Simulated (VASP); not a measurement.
TcSe2, 3 atoms in the cell. It takes space group Fm-3m (No. 225, cubic). The conventional cell has a = 6.291 Å, b = 6.291 Å, c = 6.291 Å, α = 90.00°, β = 90.00°, γ = 90.00°. Tc (site symmetry m-3m) is surrounded by 8 Se at 2.72 Å. Se (site symmetry -43m) is surrounded by 4 Tc at 2.72 Å. The cell comes from a database or a generator and needn't be the stable form of this composition.

```yaml
Program: VASP 6.6.1
Task: single point
Functional: PBE
Potentials_or_basis: VASP PAW PBE potentials, release 64 (Tc_pv, Se)
Cutoff: 520 eV
k_mesh: 5 × 5 × 5
Occupations: gaussian, width 0.05 eV
Spin: collinear spin, zero start
Starting_moments: "[0.0, 0.0, 0.0] μB"
Hubbard_terms: Tc d U = 8 eV
Further_INCAR_settings: ALGO = Fast; EDIFF = 1e-06
```

Potentials or basis: VASP PAW PBE potentials, release 64 (Tc_pv, Se).

Run with:

```console
$ cat potpaw_PBE.64/Tc_pv/POTCAR potpaw_PBE.64/Se/POTCAR > POTCAR
$ mpirun -np 1 vasp_std > vasp.out
```

Hardware: 1 thread of AMD EPYC 7R43 64-Core Processor (Zen 3), with other jobs on the host.

Q: How long does it take, and how much memory?

A: Run time: 50 s on 1 thread of AMD EPYC 7R43 64-Core Processor (Zen 3), on a shared host, peak memory 0.2 GiB. Counts: scf iterations 17, k points 10.
